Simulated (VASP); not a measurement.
Output of a VASP run:

File OSZICAR:
```
       N       E                     dE             d eps       ncg     rms          rms(c)
DAV:   1     0.396880852709E+03    0.39688E+03   -0.19548E+04  1820   0.171E+03
DAV:   2     0.349959462415E+01   -0.39338E+03   -0.38612E+03  1818   0.504E+02
DAV:   3    -0.379294423850E+02   -0.41429E+02   -0.40893E+02  2310   0.159E+02
DAV:   4    -0.390340460867E+02   -0.11046E+01   -0.10813E+01  2029   0.262E+01
DAV:   5    -0.390522829596E+02   -0.18237E-01   -0.18234E-01  2028   0.380E+00    0.194E+01
DAV:   6    -0.347551627966E+02    0.42971E+01   -0.41119E+01  2354   0.539E+01    0.161E+01
DAV:   7    -0.347708372153E+02   -0.15674E-01   -0.35450E+00  2020   0.210E+01    0.105E+01
DAV:   8    -0.347529480752E+02    0.17889E-01   -0.10361E+00  2129   0.736E+00    0.544E+00
DAV:   9    -0.347261383185E+02    0.26810E-01   -0.11546E-01  2371   0.430E+00    0.980E-01
DAV:  10    -0.347306268555E+02   -0.44885E-02   -0.32305E-02  2065   0.124E+00    0.365E-01
DAV:  11    -0.347304888049E+02    0.13805E-03   -0.29435E-03  2149   0.399E-01    0.976E-02
DAV:  12    -0.347306130046E+02   -0.12420E-03   -0.80862E-05  1860   0.776E-02    0.346E-02
DAV:  13    -0.347306236988E+02   -0.10694E-04   -0.27778E-05  2060   0.411E-02    0.147E-02
DAV:  14    -0.347306256268E+02   -0.19280E-05   -0.56117E-06  1971   0.242E-02    0.544E-03
DAV:  15    -0.347306256471E+02   -0.20305E-07   -0.23872E-07   972   0.501E-03
   1 F= -.34730626E+02 E0= -.34730626E+02  d E =-.446568E-10  mag=    -0.0000
```

### OUTCAR
```
------------------------ aborting loop because EDIFF is reached ----------------------------------------
  FORCE on cell =-STRESS in cart. coord.  units (eV):
  Direction    XX          YY          ZZ          XY          YZ          ZX
  --------------------------------------------------------------------------------------
  Total       -3.3475085     -3.3475085     -3.3475085     -0.4915953     -0.4915953     -0.4915953
  in kB     -122.5500124   -122.5500124   -122.5500124    -17.9969703    -17.9969703    -17.9969703
  external PRESSURE =    -122.5500124 kB  Pullay stress =       0.0000000 kB
  volume of cell :       43.76
      direct lattice vectors                 reciprocal lattice vectors
     4.440000000  2.220000000  2.220000000     0.337837838 -0.112612613 -0.112612613
     2.220000000  4.440000000  2.220000000    -0.112612613  0.337837838 -0.112612613
     2.220000000  2.220000000  4.440000000    -0.112612613 -0.112612613  0.337837838
 POSITION                                       TOTAL-FORCE (eV/Angst)
 -----------------------------------------------------------------------------------
      0.00000      0.00000      0.00000         0.000000      0.000000     -0.000000
      4.44000      4.44000      4.44000         0.000000      0.000000     -0.000000
      2.22000      2.22000      2.22000         0.000000     -0.000000     -0.000000
      6.66000      6.66000      6.66000        -0.000000     -0.000000      0.000000
 -----------------------------------------------------------------------------------
    total drift:                                0.000000     -0.000000      0.000000
  FREE ENERGIE OF THE ION-ELECTRON SYSTEM (eV)
  ---------------------------------------------------
  free  energy   TOTEN  =       -34.7306256471 eV

  energy  without entropy=      -34.7306256471  energy(sigma->0) =      -34.73062565

 total charge

# of ion       s       p       d       tot
------------------------------------------
    1        0.203   6.180   4.979  11.362
    2        0.203   6.180   4.979  11.362
    3        1.582   3.411   0.000   4.992
    4        1.582   3.411   0.000   4.992
--------------------------------------------------
tot          3.570  19.182   9.958  32.709

 magnetization (x)

# of ion       s       p       d       tot
------------------------------------------
    1        0.014   0.016   4.286   4.316
    2       -0.014  -0.016  -4.286  -4.316
    3        0.000   0.000   0.000   0.000
    4        0.000   0.000   0.000   0.000
--------------------------------------------------
tot          0.000   0.000   0.000   0.000
```
(Selected blocks of OUTCAR.)

POSCAR:
```
MnO
1
    4.4400000000     2.2200000000     2.2200000000
    2.2200000000     4.4400000000     2.2200000000
    2.2200000000     2.2200000000     4.4400000000
Mn O
2 2
Direct
  0.0000000000   0.0000000000   0.0000000000
  0.5000000000   0.5000000000   0.5000000000
  0.2500000000   0.2500000000   0.2500000000
  0.7500000000   0.7500000000   0.7500000000
```

### Question
Write an INCAR and KPOINTS that could have produced this output.

### Answer
Several could match; the one computed here: the input of the run itself, PBEsol GGA, plane waves, VASP's PBE PAW potentials (set 64).

### INCAR
```
PREC=Accurate
ISIF=2   # forces and stress, cell fixed
SYSTEM=MnO
LWAVE=.FALSE.
LORBIT=11   # lm-projected
NELM=100
ISMEAR=-1   # Fermi-Dirac
ISPIN=2   # spin-polarised
MAGMOM=5.0 -5.0 2*0.0
ENCUT=400
LASPH=.TRUE.   # aspherical one-centre terms
GGA=PS   # PBEsol
LREAL=.FALSE.   # projection in real space or not
EDIFF=1E-6   # SCF stop (eV)
LCHARG=.FALSE.
SIGMA=0.02
LMAXMIX=4
ALGO=Normal   # blocked Davidson
```

KPOINTS:
```
K-points
0
G
 5 5 5
0 0 0
```

POTCAR, in this order: Mn_pv O (PBE.64 set). Program: vasp_std.

At this cut-off the stress carries a Pulay error, which pulls relaxed volumes low.

The structure is a typed MnO crystal (Fm-3m). The cell was not relaxed at this level. The k-mesh is coarse (spacing up to 0.47 per Å, 2π included), so the numbers may not be converged in it. The run is one of a series of settings (GGA = PS, POTCAR Mn_pv O (PBE.64 set) against the base run), some of them coarse on purpose.
